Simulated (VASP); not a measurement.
# A VASP study of HfGe (AM05): structure first, properties next, part 5 of 5

What structure does HfGe take at this level, and what are its properties? The cell is invented: it takes the structure of a Materials Project entry for HfTi (space group 187 there), with some of its atoms replaced by other elements, volume scaled by an estimate. It may not be a known or stable phase.

VASP 6.6.1, plane waves and PAW; the level of theory is named at each step.

So far. Step 6 (Total and projected DOS (AM05)): The finer mesh and the other smearing move the Fermi level by +0.00 eV from the 8×8×5 run, a small shift, which tests the Fermi level alone. Of the states within 0.3 eV of the Fermi level, the largest shares in the PAW spheres are Hf d 44 %, Ge p 9 % and Hf p 9 %. The rest lies in smaller channels or between the spheres. Step 7 (Band structure (TB-mBJ)): There is no gap at this level.

## (8) Vibrations at Γ (AM05)

This step: AM05; plane waves and PAW (Hf_pv, Ge_d); invented cell (VASP 6.6.1).

Zone-centre modes test whether the atoms sit at a minimum within this cell. IBRION = 8 takes the force constants from linear response, which needs tightly converged orbitals.

Input file INCAR:

```
SYSTEM = HfGe
PREC = Accurate
ENCUT = 410
EDIFF = 1E-08
NELM = 100
ISMEAR = 1
SIGMA = 0.2
LREAL = .FALSE.
ALGO = Normal
GGA = AM
NBANDS = 18
LORBIT = 11
LWAVE = .FALSE.
LCHARG = .FALSE.
IBRION = 8
ISIF = 2
```

Input file POSCAR:

```
HfGe
1.0
    3.0920318168     -0.0000000107      0.0000000000
   -1.5460164272      2.6777780606      0.0000000000
    0.0000000000      0.0000000000      4.4284952924
Hf Ge
1 1
Direct
    0.6666666700      0.3333333300      0.5000000000
    0.3333333300      0.6666666700      0.0000000000
```

Input file KPOINTS:

```
Automatic mesh
0
Gamma
14 14 9
0 0 0
```

Potentials, in the order of the species: Hf_pv and Ge_d (PBE family, release 64).

Launch:

```sh
mpirun -np 1 vasp_std
```

The log of the run:

```text
[... set-up lines as in an earlier step ...]
 entering main loop
       N       E                     dE             d eps       ncg     rms          rms(c)
DAV:   1     0.124589119570E+03    0.12459E+03   -0.11512E+04  4662   0.266E+03
DAV:   2    -0.431375733991E+01   -0.12890E+03   -0.12575E+03  4650   0.450E+02
DAV:   3    -0.160920843682E+02   -0.11778E+02   -0.11644E+02  5232   0.953E+01
DAV:   4    -0.163442207248E+02   -0.25214E+00   -0.25181E+00  5342   0.144E+01
DAV:   5    -0.163474207250E+02   -0.32000E-02   -0.31997E-02  5146   0.178E+00    0.498E+01
DAV:   6    -0.159891714239E+02    0.35825E+00   -0.47028E-01  4686   0.456E+00    0.310E+01
DAV:   7    -0.158828498813E+02    0.10632E+00   -0.48473E-01  4954   0.646E+00    0.196E+00
DAV:   8    -0.158740985593E+02    0.87513E-02   -0.37871E-02  5190   0.192E+00    0.133E+00
DAV:   9    -0.158733650750E+02    0.73348E-03   -0.69995E-03  5292   0.812E-01    0.863E-01
DAV:  10    -0.158732079025E+02    0.15717E-03   -0.66896E-04  5298   0.248E-01    0.109E-01
DAV:  11    -0.158732108235E+02   -0.29210E-05   -0.17610E-05  5160   0.368E-02    0.534E-02
DAV:  12    -0.158732113566E+02   -0.53307E-06   -0.30642E-06  4856   0.145E-02    0.202E-02
DAV:  13    -0.158732111716E+02    0.18500E-06   -0.37294E-07  5000   0.399E-03    0.622E-04
DAV:  14    -0.158732111938E+02   -0.22209E-07   -0.16589E-08  3428   0.954E-04    0.175E-04
DAV:  15    -0.158732111976E+02   -0.38472E-08   -0.22612E-09  2344   0.726E-04
   1 F= -.15873211E+02 E0= -.15873196E+02  d E =-.466080E-04
 Linear response reoptimize wavefunctions to high precision
DAV:   1    -0.158732111968E+02    0.83855E-09   -0.25133E-10  2498   0.181E-04
DAV:   2    -0.158732111968E+02   -0.22737E-10   -0.46930E-11  2292   0.835E-05
 Linear response DOF=           4
 Linear response progress:
  Degree of freedom:   1/  4
       N       E                     dE             d eps       ncg     rms          rms(c)
RMM:   1    -0.199063471432E+00   -0.19906E+00    0.49804E+00 25755   0.958E+00
RMM:   2    -0.204707305375E+00   -0.56438E-02   -0.38234E-02 31955   0.115E+00    0.708E-01
RMM:   3    -0.203844798083E+00    0.86251E-03   -0.47810E-03 38414   0.274E-01    0.128E-01
RMM:   4    -0.203369806641E+00    0.47499E-03   -0.10845E-03 40413   0.112E-01    0.149E-01
RMM:   5    -0.203168428932E+00    0.20138E-03   -0.28525E-04 40484   0.436E-02    0.991E-02
RMM:   6    -0.203006075304E+00    0.16235E-03   -0.10979E-04 39739   0.254E-02    0.180E-02
RMM:   7    -0.202980230019E+00    0.25845E-04   -0.59870E-05 40761   0.135E-02    0.192E-02
RMM:   8    -0.202982121371E+00   -0.18914E-05   -0.26928E-05 38504   0.631E-03    0.263E-02
RMM:   9    -0.202982246240E+00   -0.12487E-06   -0.21494E-05 41066   0.349E-03    0.351E-02
RMM:  10    -0.202987677099E+00   -0.54309E-05   -0.12792E-05 40188   0.217E-03    0.268E-02
RMM:  11    -0.202989721160E+00   -0.20441E-05   -0.76479E-06 39359   0.140E-03    0.258E-02
RMM:  12    -0.202989826650E+00   -0.10549E-06   -0.43092E-06 39925   0.739E-04    0.267E-02
RMM:  13    -0.202989754466E+00    0.72184E-07   -0.24445E-06 43531   0.447E-04    0.279E-02
 first order change of Fermi-energy  -0.18786E-03
 force on displaced ion       1 direction 1 :  -1.849  -0.002   0.000
 Linear response progress:
  Degree of freedom:   2/  4
       N       E                     dE             d eps       ncg     rms          rms(c)
RMM:   1    -0.241285204968E+00   -0.24129E+00    0.48951E+00  9116   0.989E+00
RMM:   2    -0.247810916513E+00   -0.65257E-02   -0.66157E-02 12014   0.145E+00    0.616E-01
RMM:   3    -0.247784503143E+00    0.26413E-04   -0.40579E-03 13071   0.324E-01    0.266E-01
RMM:   4    -0.247627045179E+00    0.15746E-03   -0.56494E-04 14242   0.117E-01    0.160E-01
RMM:   5    -0.247456410662E+00    0.17063E-03   -0.10122E-04 14315   0.431E-02    0.495E-02
RMM:   6    -0.247419021029E+00    0.37390E-04   -0.32000E-05 14578   0.169E-02    0.147E-02
RMM:   7    -0.247420806515E+00   -0.17855E-05   -0.12172E-05 14351   0.790E-03    0.884E-03
RMM:   8    -0.247423243211E+00   -0.24367E-05   -0.36372E-06 14534   0.385E-03    0.693E-03
RMM:   9    -0.247426655669E+00   -0.34125E-05   -0.43136E-06 14499   0.218E-03    0.358E-03
RMM:  10    -0.247426994688E+00   -0.33902E-06   -0.42626E-06 14709   0.137E-03    0.121E-03
RMM:  11    -0.247427440813E+00   -0.44613E-06   -0.28483E-06 14903   0.755E-04    0.966E-04
RMM:  12    -0.247427651892E+00   -0.21108E-06   -0.17167E-06 14817   0.459E-04    0.557E-04
RMM:  13    -0.247427752373E+00   -0.10048E-06   -0.12430E-06 15184   0.293E-04    0.168E-04
RMM:  14    -0.247427766310E+00   -0.13937E-07   -0.84400E-07 15118   0.188E-04    0.739E-05
RMM:  15    -0.247427772974E+00   -0.66637E-08   -0.61704E-07 14429   0.124E-04    0.379E-05
RMM:  16    -0.247427794643E+00   -0.21670E-07   -0.42230E-07 14283   0.841E-05    0.146E-05
RMM:  17    -0.247427803547E+00   -0.89040E-08   -0.28893E-07 13345   0.588E-05    0.241E-05
RMM:  18    -0.247427800233E+00    0.33139E-08   -0.17506E-07 12527   0.426E-05    0.673E-05
RMM:  19    -0.247427794518E+00    0.57157E-08   -0.12650E-07 12443   0.324E-05    0.113E-04
RMM:  20    -0.247427796778E+00   -0.22603E-08   -0.84325E-08 12030   0.255E-05    0.117E-04
 first order change of Fermi-energy  -0.24225E-02
 force on displaced ion       1 direction 3 :   0.000  -0.000 -11.543
 Linear response progress:
  Degree of freedom:   3/  4
       N       E                     dE             d eps       ncg     rms          rms(c)
RMM:   1    -0.180081422885E+00   -0.18008E+00    0.78822E+00 20506   0.499E+01
RMM:   2    -0.186255869980E+00   -0.61744E-02   -0.76898E-03 32186   0.639E-01    0.134E-01
RMM:   3    -0.186309441131E+00   -0.53571E-04   -0.30552E-04 31717   0.149E-01    0.782E-02
RMM:   4    -0.186389119463E+00   -0.79678E-04   -0.47339E-05 35664   0.545E-02    0.580E-03
RMM:   5    -0.186373553894E+00    0.15566E-04   -0.47389E-06 33004   0.162E-02    0.373E-03
RMM:   6    -0.186368848592E+00    0.47053E-05   -0.89083E-07 36440   0.720E-03    0.814E-04
RMM:   7    -0.186368795478E+00    0.53113E-07   -0.68735E-07 34613   0.282E-03    0.616E-04
RMM:   8    -0.186367824292E+00    0.97119E-06   -0.22002E-07 37182   0.126E-03    0.246E-04
RMM:   9    -0.186367707154E+00    0.11714E-06   -0.56749E-08 37233   0.596E-04    0.125E-04
RMM:  10    -0.186367519768E+00    0.18739E-06    0.95714E-08 38269   0.306E-04    0.143E-05
RMM:  11    -0.186367540975E+00   -0.21206E-07    0.92920E-08 39044   0.172E-04    0.314E-05
RMM:  12    -0.186367487094E+00    0.53880E-07    0.53065E-08 41933   0.101E-04    0.328E-06
RMM:  13    -0.186367508866E+00   -0.21771E-07    0.38043E-08 40943   0.633E-05    0.160E-05
RMM:  14    -0.186367507052E+00    0.18132E-08    0.21214E-08 37176   0.422E-05    0.160E-05
 first order change of Fermi-energy  -0.10408E-04
 force on displaced ion       2 direction 1 :  -1.814  -0.000   0.000
 Linear response progress:
  Degree of freedom:   4/  4
       N       E                     dE             d eps       ncg     rms          rms(c)
RMM:   1    -0.198583381945E+00   -0.19858E+00    0.78369E+00  7550   0.504E+01
RMM:   2    -0.206559816697E+00   -0.79764E-02   -0.10792E-02 11433   0.767E-01    0.459E-01
RMM:   3    -0.206378829003E+00    0.18099E-03   -0.92433E-04 12043   0.228E-01    0.253E-01
RMM:   4    -0.206363494559E+00    0.15334E-04   -0.18587E-04 13040   0.875E-02    0.173E-02
RMM:   5    -0.206314291926E+00    0.49203E-04   -0.32491E-05 12265   0.361E-02    0.137E-02
RMM:   6    -0.206318646489E+00   -0.43546E-05   -0.48469E-06 13488   0.132E-02    0.406E-03
RMM:   7    -0.206326852148E+00   -0.82057E-05   -0.11080E-06 13214   0.485E-03    0.106E-03
RMM:   8    -0.206329650271E+00   -0.27981E-05   -0.19891E-07 13416   0.214E-03    0.443E-04
RMM:   9    -0.206331035206E+00   -0.13849E-05   -0.14347E-07 13703   0.930E-04    0.106E-04
RMM:  10    -0.206330967839E+00    0.67367E-07   -0.31442E-07 13210   0.485E-04    0.633E-05
RMM:  11    -0.206331156046E+00   -0.18821E-06   -0.33842E-07 13979   0.249E-04    0.388E-05
RMM:  12    -0.206331305253E+00   -0.14921E-06   -0.24888E-07 13942   0.140E-04    0.109E-05
RMM:  13    -0.206331396889E+00   -0.91636E-07   -0.15691E-07 14293   0.864E-05    0.705E-06
RMM:  14    -0.206331363835E+00    0.33054E-07   -0.90001E-08 13922   0.569E-05    0.377E-06
RMM:  15    -0.206331370758E+00   -0.69233E-08   -0.59866E-08 12675   0.386E-05    0.191E-06
 first order change of Fermi-energy   0.24417E-02
 force on displaced ion       2 direction 3 :  -0.000  -0.000 -11.609
 Linear response finished
```

The job ended after 14 min (1 MPI rank of AMD EPYC 7R43, shared host; peak memory 0.52 GiB).

Parts of OUTCAR (step 8):

```text
   k-points           NKPTS =    120   k-points in BZ     NKDIM =    120   number of bands    NBANDS=     18

   NELECT =      24.0000    total number of electrons

  Total        0.0137797      0.0137797     -0.1349984     -0.0000000     -0.0000000      0.0000000
  in kB        0.6021092      0.6021091     -5.8988109     -0.0000001     -0.0000000      0.0000000
  external PRESSURE =      -1.5648642 kB  Pullay stress =       0.0000000 kB

 POSITION                                       TOTAL-FORCE (eV/Angst)
 -----------------------------------------------------------------------------------
      1.54602      0.89259      2.21425        -0.000000      0.000000      0.000000
     -0.00000      1.78519      0.00000         0.000000     -0.000000      0.000000
 -----------------------------------------------------------------------------------
    total drift:                                0.000009     -0.000003     -0.000000

 Eigenvectors and eigenvalues of the dynamical matrix
 ----------------------------------------------------

   1 f  =    7.408184 THz    46.546991 2PiTHz  247.110409 cm-1    30.637772 meV
             X         Y         Z           dx          dy          dz
      1.546016  0.892593  2.214248     0.000000   -0.000000   -0.536661
     -0.000000  1.785185  0.000000    -0.000000    0.000000    0.843798

   2 f  =    2.939301 THz    18.468176 2PiTHz   98.044544 cm-1    12.155969 meV
             X         Y         Z           dx          dy          dz
      1.546016  0.892593  2.214248     0.399570   -0.365305   -0.000000
     -0.000000  1.785185  0.000000    -0.620526    0.567312   -0.000000

   3 f  =    2.939301 THz    18.468172 2PiTHz   98.044525 cm-1    12.155966 meV
             X         Y         Z           dx          dy          dz
      1.546016  0.892593  2.214248     0.365305    0.399570    0.000000
     -0.000000  1.785185  0.000000    -0.567312   -0.620526    0.000000

   4 f/i=    0.009501 THz     0.059698 2PiTHz    0.316929 cm-1     0.039294 meV
             X         Y         Z           dx          dy          dz
      1.546016  0.892593  2.214248     0.000000    0.000000   -0.843798
     -0.000000  1.785185  0.000000     0.000000    0.000000   -0.536661

   5 f/i=    0.012734 THz     0.080010 2PiTHz    0.424760 cm-1     0.052664 meV
             X         Y         Z           dx          dy          dz
      1.546016  0.892593  2.214248    -0.567301   -0.620537   -0.000000
     -0.000000  1.785185  0.000000    -0.365297   -0.399577   -0.000000

   6 f/i=    0.012734 THz     0.080010 2PiTHz    0.424760 cm-1     0.052664 meV
             X         Y         Z           dx          dy          dz
      1.546016  0.892593  2.214248     0.620537   -0.567301   -0.000000
     -0.000000  1.785185  0.000000     0.399577   -0.365297   -0.000000

 ELASTIC MODULI CONTR FROM IONIC RELAXATION (kBar)
 Direction    XX          YY          ZZ          XY          YZ          ZX
 --------------------------------------------------------------------------------
 XX         -45.6739     45.6739     -0.0000      0.0000      0.0000     -0.0000
 YY          45.6739    -45.6739      0.0000      0.0000     -0.0000      0.0000
 ZZ          -0.0000      0.0000     -0.0000     -0.0000      0.0000     -0.0000
 XY           0.0000      0.0000     -0.0000    -45.6739      0.0000     -0.0000
 YZ           0.0000     -0.0000      0.0000      0.0000     -0.0000     -0.0000
 ZX          -0.0000      0.0000     -0.0000     -0.0000     -0.0000     -0.0000
 --------------------------------------------------------------------------------

[... 6 parts as in an earlier step ...]

[... 4 further parts left out ...]
```

Energies printed during the response cycles are not total energies of the cell.

Numbers from this step:

```yaml
bands: 18
irreducible_k_points: 120
pressure_of_the_cell: -0.1565 GPa
largest_force_of_the_cell: 0 eV/Å
fermi_energy: 6.362 eV
```

The modes at Γ (shares of kinetic energy by element, %):

| mode | frequency (cm⁻¹) | symmetry | Hf % | Ge % |
| --- | --- | --- | --- | --- |
| 1 | -0.4 | acoustic | 71 | 29 |
| 2 | -0.4 | acoustic | 71 | 29 |
| 3 | -0.3 | acoustic | 71 | 29 |
| 4 | 98.0 | E' | 29 | 71 |
| 5 | 98.0 | E' | 29 | 71 |
| 6 | 247.1 | A2'' | 29 | 71 |

Displacements in mode 4 (98.0 cm⁻¹), the largest set to 1:
```
Hf1  0.38  0.41  0.00
Ge2 -0.91 -1.00  0.00
```

Displacements in mode 6 (247.1 cm⁻¹), the largest set to 1:
```
Hf1  0.00  0.00 -0.41
Ge2  0.00  0.00  1.00
```

The three acoustic modes lie within 0.4 cm⁻¹ of zero, and all others are real. By the characters of their eigenvectors the optical modes sort into (cm⁻¹) Raman active: E' 98; infrared active: E' 98, A2'' 247.

## (9) Bands along the symmetry lines (AM05), changed input

Levels along the symmetry lines show where the bands peak and cross; KPOINTS_OPT computes them in the converged potential. Some settings are moved from the usual, to see what they do.

Input file INCAR:

```
SYSTEM = HfGe
PREC = Accurate
ENCUT = 410
EDIFF = 1E-06
NELM = 100
ISMEAR = 0
SIGMA = 0.05
LREAL = .FALSE.
ALGO = Normal
GGA = AM
NBANDS = 24
LORBIT = 11
LWAVE = .FALSE.
LCHARG = .FALSE.
```

POSCAR is that of step 8.

Input file KPOINTS:

```
Automatic mesh
0
Gamma
5 5 3
0 0 0
```

Input file KPOINTS_OPT:

```
Line mode
16
Line-mode
Reciprocal
  0.00000000   0.00000000   0.00000000 GAMMA
  0.50000000   0.00000000   0.00000000 M

  0.50000000   0.00000000   0.00000000 M
  0.33333333   0.33333333   0.00000000 K

  0.33333333   0.33333333   0.00000000 K
  0.00000000   0.00000000   0.00000000 GAMMA

  0.00000000   0.00000000   0.00000000 GAMMA
  0.00000000   0.00000000   0.50000000 A

  0.00000000   0.00000000   0.50000000 A
  0.50000000   0.00000000   0.50000000 L

  0.50000000   0.00000000   0.50000000 L
  0.33333333   0.33333333   0.50000000 H

  0.33333333   0.33333333   0.50000000 H
  0.00000000   0.00000000   0.50000000 A

  0.50000000   0.00000000   0.50000000 L
  0.50000000   0.00000000   0.00000000 M

  0.33333333   0.33333333   0.00000000 K
  0.33333333   0.33333333   0.50000000 H
```

Launch:

```sh
mpirun -np 1 vasp_std
```

The log of the run:

```text
[... set-up lines as in an earlier step ...]
 entering main loop
       N       E                     dE             d eps       ncg     rms          rms(c)
DAV:   1     0.137913281879E+03    0.13791E+03   -0.10268E+04   616   0.199E+03
DAV:   2    -0.453448083739E+00   -0.13837E+03   -0.13089E+03   520   0.467E+02
DAV:   3    -0.159491808958E+02   -0.15496E+02   -0.15379E+02   600   0.820E+01
DAV:   4    -0.162435797049E+02   -0.29440E+00   -0.29433E+00   528   0.120E+01
DAV:   5    -0.162467570726E+02   -0.31774E-02   -0.31773E-02   552   0.139E+00    0.499E+01
DAV:   6    -0.159000221607E+02    0.34673E+00   -0.54953E-01   568   0.347E+00    0.317E+01
DAV:   7    -0.158072369823E+02    0.92785E-01   -0.53568E-01   608   0.547E+00    0.236E+00
DAV:   8    -0.157919426177E+02    0.15294E-01   -0.71173E-02   648   0.182E+00    0.111E+00
DAV:   9    -0.157899761797E+02    0.19664E-02   -0.86845E-03   600   0.829E-01    0.460E-01
DAV:  10    -0.157898314803E+02    0.14470E-03   -0.54678E-04   608   0.262E-01    0.288E-02
DAV:  11    -0.157898309706E+02    0.50968E-06   -0.16940E-05   624   0.275E-02    0.138E-02
DAV:  12    -0.157898306431E+02    0.32753E-06   -0.16027E-06   336   0.129E-02
   1 F= -.15789831E+02 E0= -.15788033E+02  d E =-.359532E-02
 Start KPOINTS_OPT (optional k-point list driver)
k-point batch [1-10\144]
       N       E                     dE             ncg
DAV:   1    -0.139354671884E+04   -0.33897E+04      576
DAV:   2    -0.285681945731E+04   -0.14633E+04      512
DAV:   3    -0.301817605037E+04   -0.16136E+03      584
DAV:   4    -0.302193828522E+04   -0.37622E+01      552
DAV:   5    -0.302198238416E+04   -0.44099E-01      576
DAV:   6    -0.302198324614E+04   -0.86199E-03      568
DAV:   7    -0.302198326857E+04   -0.22422E-04      576
DAV:   8    -0.302198326920E+04   -0.63045E-06      480
[...]
k-point batch [141-144\144]
       N       E                     dE             ncg
DAV:   1     0.524010423589E+04   -0.42773E+04      232
DAV:   2     0.469329495096E+04   -0.54681E+03      216
DAV:   3     0.463406587016E+04   -0.59229E+02      192
DAV:   4     0.463283892290E+04   -0.12269E+01      256
DAV:   5     0.463282458620E+04   -0.14337E-01      192
DAV:   6     0.463282430851E+04   -0.27769E-03      248
DAV:   7     0.463282430140E+04   -0.71134E-05      208
DAV:   8     0.463282430120E+04   -0.19756E-06      216
```

The job ended after 35 s (1 MPI rank; peak memory 0.11 GiB).

From OUTCAR (step 9):

```text
   k-points           NKPTS =     10   k-points in BZ     NKDIM =     10   number of bands    NBANDS=     24

   NELECT =      24.0000    total number of electrons

 E-fermi :   6.2526

 k-point     1 :       0.0000    0.0000    0.0000
  band No.  band energies     occupation
    ...
      7     -17.8315      2.00000
      8     -17.8315      2.00000
      9      -5.3507      2.00000
     10       2.9976      2.00000
     11       4.2368      2.00000
     12       7.7238      0.00000
     13       7.7238      0.00000
     14      10.7036      0.00000
     15      10.7036      0.00000
     16      12.4965      0.00000
    ...

  Total        0.0789937      0.0789937     -0.1064309     -0.0000000     -0.0000000      0.0000000
  in kB        3.4516628      3.4516627     -4.6505408     -0.0000007     -0.0000000      0.0000000
  external PRESSURE =       0.7509282 kB  Pullay stress =       0.0000000 kB

  FREE ENERGIE OF THE ION-ELECTRON SYSTEM (eV)
  ---------------------------------------------------
  free  energy   TOTEN  =       -15.7898306431 eV

  energy  without entropy=      -15.7862353228  energy(sigma->0) =      -15.78803298

[... 7 parts as in an earlier step ...]

[... 10 further parts left out ...]
```

The run converged; its settings lie outside those of the reference runs, so its numbers are set aside.

Against the sound run on this cell (band structure (AM05)) the energy at zero smearing moves by +35.1 meV an atom and the pressure by +0.15 GPa.

Settings moved from the usual: k-mesh = 5×5×3.

The mesh holds 10 irreducible points against 30.

## (10) What came out

| Property | Result |
| --- | --- |
| relaxed volume | 18.33 Å³/atom |
| relaxed conventional cell a, b, c | 3.092, 3.092, 4.428 Å; angles 90.0, 90.0, 120.0° |
| space group after relaxing, within 0.02 Å | P-6m2 (No. 187) |
| band gap | none, a metal |
| DOS at the Fermi level | 1.36 states/eV/cell |
| band gap (TB-mBJ) | none, a metal |
| highest zone-centre mode | 247 cm⁻¹ |

In words: With AM05, HfGe relaxes to 18.33 Å³/atom in space group P-6m2 (held by the symmetry of the run) and comes out as a metal. Band structure (AM05): Of the bands kept, 3 cross the Fermi level on this path. Band structure (TB-mBJ): Of the bands kept, 3 cross the Fermi level on this path. Vibrations at Γ (AM05): The highest mode in this list at Γ, 247.1 cm⁻¹, is mostly motion of Ge (71 % of the kinetic energy). The other levels ran on the cell relaxed with AM05, and without spin-orbit coupling unless named. Spin-orbit coupling is left out, and with elements this heavy it would split and shift bands near the Fermi level. The k-sampling is coarse for a metal, so the Fermi level, pressures and the shape of the cell carry errors. Modes at Γ alone can't show that the crystal is stable at other wave vectors. No search among competing phases was made. All values are for a static lattice at zero temperature.

[Lines on the potential files, build, host, timing and source positions are cut from VASP's logs without a mark.]

[Logs are printed without paths, hosts, clocks, repeated set-up lines and the standing remarks that a program may print on its own settings, such as how far it seeks lower states.]

[Hosts, paths, dates, database ids (printed as entryN), source tags and the programs' standing remarks are cut or masked in the printed files.]

[A measured line is paired with the nearest computed mode of its activity, which favours agreement.]
